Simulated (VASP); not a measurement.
Given:

```xyz
2
Lattice="-2.9150 2.9150 1.5900 2.9150 -2.9150 1.5900 2.9150 2.9150 -1.5900" Properties=species:S:1:pos:R:3 pbc="T T T"
Sn     2.9150     0.0000     0.7950
Sn     0.0000     0.0000     0.0000
```

All values below come from optB88-vdW, VASP's PBE PAW potentials (set 64) (plane waves; VASP 6.6.1). Numerical set-up: 520 eV cut-off, 12×12×12 Γ-centred mesh, first-order Methfessel-Paxton smearing of 0.10 eV, potentials Sn_d.

Energy and stress use the plane-wave basis of the starting cell.

Question: The ions, cell shape and volume are relaxed. Predict the relaxed structure.

Answer: 
```xyz
2
Lattice="-2.9682 2.9682 1.6174 2.9682 -2.9682 1.6174 2.9682 2.9682 -1.6174" Properties=species:S:1:pos:R:3 pbc="T T T"
Sn     2.9682     0.0000     0.8087
Sn     2.9682    -2.9682     1.6174
```
Space group I4_1/amd (141), at a tolerance of 0.03 Å.

Question: How do energy and volume change from the first to the last step?

Answer: The energy (σ→0) changes by -12.6 meV/atom and the volume by +5.5 %, in 5 ionic steps.

The compound is Sn in the beta structure. This run relaxes it. Symmetry was kept, so distortions that lower it aren't found.
